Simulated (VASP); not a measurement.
Energy against volume of BaZrO₃ (cubic perovskite). Computed with PBE GGA, VASP's PBE PAW potentials (set 64) (plane waves; VASP 6.6.1). Numerical set-up: 520 eV cut-off, 5×5×5 Γ-centred mesh, Gaussian smearing of 0.050 eV, potentials Ba_sv Zr_sv O.

| V (Å³/atom) | E (eV/atom) |
|---|---|
| 14.752 | -8.33776 |
| 15.208 | -8.34482 |
| 15.664 | -8.33906 |
| 16.121 | -8.32241 |

**Question.** Fit these four points and predict the energy of the run at 14.296 Å³/atom.

**Answer.** A cubic in V^(−2/3), the third-order Birch-Murnaghan form, passes through the four points with V0 = 15.22 Å³/atom and B0 = 149 GPa, and gives -8.3155 eV/atom there. The run gave -8.3157 eV/atom, -0.2 meV/atom from the fit; all five points give B0 = 149 GPa.

The compound is BaZrO3 in the cubic perovskite structure. It was relaxed first.
